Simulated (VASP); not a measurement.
A run of VASP 6.6.1 is set up as follows.

INCAR

```
PREC     = Accurate       # precision mode
ENCUT    = 600            # plane-wave cutoff, eV
EDIFF    = 1E-6           # SCF threshold, eV
ISMEAR   = 0              # smearing method
SIGMA    = 0.1            # smearing width, eV
LREAL    = F              # projectors in reciprocal space
LASPH    = T              # aspherical terms in the spheres
NELM     = 150            # most SCF steps
ALGO     = Normal         # electronic algorithm
ISIF     = 2              # what is computed and relaxed
LWAVE    = F              # write WAVECAR
LCHARG   = T              # write CHGCAR
ISPIN    = 2              # spin polarisation
MAGMOM   = 0 0            # initial moments
LORBIT   = 11             # projections on sites
LMAXMIX  = 4              # l up to which the mixer works
LDAU     = T              # DFT+U
LDAUTYPE = 2            
LDAUL    = -1 2           # shell
LDAUU    = 0 8            # U, eV
LDAUJ    = 0 0          
LDAUPRINT= 1            
GGA      = PE             # functional
IVDW     = 11             # dispersion correction
LELF     = T              # ELF
```

Contents of KPOINTS:

```
Automatic mesh
0
Gamma
  7 7 8
```

The input POSCAR:

```
KNi
1.0
    3.6604778900      0.0000000000      0.0000000000
    0.0000000000      3.6604778900      0.0000000000
    0.0000000000      0.0000000000      3.4788877700
K Ni
1 1
Direct
    0.0000100000      0.0282730000     -0.0110670000
    0.5272590000      0.5014220000      0.5066010000
```

Potentials or basis: VASP PAW PBE potentials, release 64 (K_sv_GW, Ni_sv_GW).

Command:

```sh
$ cat potpaw_PBE.64/K_sv_GW/POTCAR potpaw_PBE.64/Ni_sv_GW/POTCAR > POTCAR
$ mpirun -np 1 vasp_std > vasp.out
```

(1) Estimate the dispersion energy per atom.

(2) Estimate the largest force.

(3) What does it give for the band gap on the k mesh?

(4) Estimate the pressure.

Results:

(1) -0.238 eV.

(2) 0.268 eV/Å.

(3) none (metal or under the smearing width).

(4) 0.9 GPa.

Caveat: pairwise dispersion overbinds metals, which lowers pressure and volume; the U is typed as a test and isn't derived for this compound.
